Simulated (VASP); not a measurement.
Consider the following.

```
CELL_PARAMETERS angstrom
     -2.24657     2.24657     3.40684
      2.24657    -2.24657     3.40684
      2.24657     2.24657    -3.40684
ATOMIC_POSITIONS crystal
  B  0.25000 0.75000 0.50000
  As 0.00000 0.00000 0.00000
  O  0.14372 0.02657 0.43557
  O  0.97343 0.40899 0.11715
  O  0.59101 0.70815 0.56443
  O  0.29185 0.85628 0.88285
```

Calculation: r2SCAN meta-GGA, VASP's PBE PAW potentials (set 64) (plane waves; VASP 6.6.1). Numerical set-up: 520 eV cut-off, 8×8×8 Γ-centred mesh, tetrahedra with Blöchl corrections, potentials B As O.

The cores are frozen, which limits the accuracy of field gradients.

Question: Give the principal components of the electric field gradient (V/Å²) and the asymmetry η at each nucleus.

Answer: 
```tsv
atom	Vxx	Vyy	Vzz	η
B1	-0.2	-0.2	0.3	-
As2	1.3	1.3	-2.6	0.00
O3	-106.9	-40.2	147.1	0.45
O4	-106.9	-40.2	147.1	0.45
O5	-106.9	-40.2	147.1	0.45
O6	-106.9	-40.2	147.1	0.45
```

The structure comes from a computed database's BAsO4 entry (I-4); how it stands against other phases isn't given here. It was relaxed first.
